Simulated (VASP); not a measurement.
Cs (bcc) is relaxed at rising pressure, each step from the one before. Symmetry mostly holds the structure type, and other phases were not tried. The mesh follows the cell, and a change of mesh leaves a small step in the series.

Consider the following.

```
Cs
1.0
   -2.87762     2.87762     2.87762
    2.87762    -2.87762     2.87762
    2.87762     2.87762    -2.87762
Cs
1
Cartesian
  0.00000   0.00000   0.00000
```

Computed with LDA (Ceperley-Alder, Perdew-Zunger), VASP's LDA PAW potentials (set 64) (plane waves; VASP 6.6.1). Settings: 500 eV cut-off, 9×9×9 Γ-centred mesh, first-order Methfessel-Paxton smearing of 0.10 eV, potentials Cs_sv.

Unless said otherwise, spin-orbit coupling is left out, though it shifts the bands of the heavy elements here.

Energy and stress use the plane-wave basis of the starting cell.

```
P (GPa)  V (Å³/atom)  H − H(0) (eV/atom)  space group  gap on the mesh (eV)    k-mesh
-------  -----------  ------------------  -----------  --------------------  --------
0              95.32               0.000        Im-3m                  0.00     9×9×9
5              39.68               1.857        Im-3m                  0.00  12×12×12
10             31.84               2.953        Im-3m                  0.00  13×13×13
20             27.19               4.769        Im-3m                  0.00  14×14×14
30             24.98               6.392        Im-3m                  0.00  14×14×14
45             22.77               8.619        Im-3m                  0.00  14×14×14
```

Pressures at which the relaxation failed are left out.

The compound is Cs in the bcc structure.
